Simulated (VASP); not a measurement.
Here is the system:

```xyz
2
Lattice="2.7379 0.0000 0.0000 0.0000 2.7379 0.0000 0.0000 0.0000 2.7379" Properties=species:S:1:pos:R:3 pbc="T T T"
Cu     0.0000     0.0000     0.0000
F      1.3690     1.3690     1.3690
```

These are r2SCAN meta-GGA, VASP's PBE PAW potentials (set 64) (plane waves; VASP 6.6.1) values and carry that method's errors. Run with 520 eV cut-off, 15×15×15 Γ-centred mesh, tetrahedra with Blöchl corrections, potentials Cu F.

**Question.** Estimate the energy per atom (σ→0), band gap (over mesh and band path) with the smallest direct gap where there is one.

**Answer.** 
* **band gap (over mesh and band path)**: none (metal, semimetal or under 0.01 eV)
* **energy per atom (σ→0)**: -7.874 eV/atom

The absolute energy has meaning only against runs of the same code, potentials and settings.

The structure was generated: CuF was put into the CsCl type type (Pm-3m), which need not be its known phase. It was relaxed first, which changed the volume by +38 %.
